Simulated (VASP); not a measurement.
Energy against volume of Tc (hcp). The numbers are results of PBE GGA with D3 dispersion (zero damping), VASP's PBE PAW potentials (set 64) (plane waves; VASP), not measurements. Numerical set-up: 520 eV cut-off, 15×15×8 Γ-centred mesh, first-order Methfessel-Paxton smearing of 0.10 eV, potentials Tc_pv.

Shape and ions are relaxed at each volume.

| V (Å³/atom) | E (eV/atom) |
|---|---|
| 13.644 | -10.88031 |
| 14.066 | -10.89398 |
| 14.488 | -10.88248 |
| 14.910 | -10.84957 |

### Question
Fit these four points and predict the energy of the run at 13.222 Å³/atom.

### Answer
A cubic in V^(−2/3), the third-order Birch-Murnaghan form, passes through the four points with V0 = 14.07 Å³/atom and B0 = 317 GPa, and gives -10.8370 eV/atom there. The run gave -10.8371 eV/atom, -0.1 meV/atom from the fit; all five points give B0 = 317 GPa.

The compound is Tc in the hcp structure. It was relaxed first.
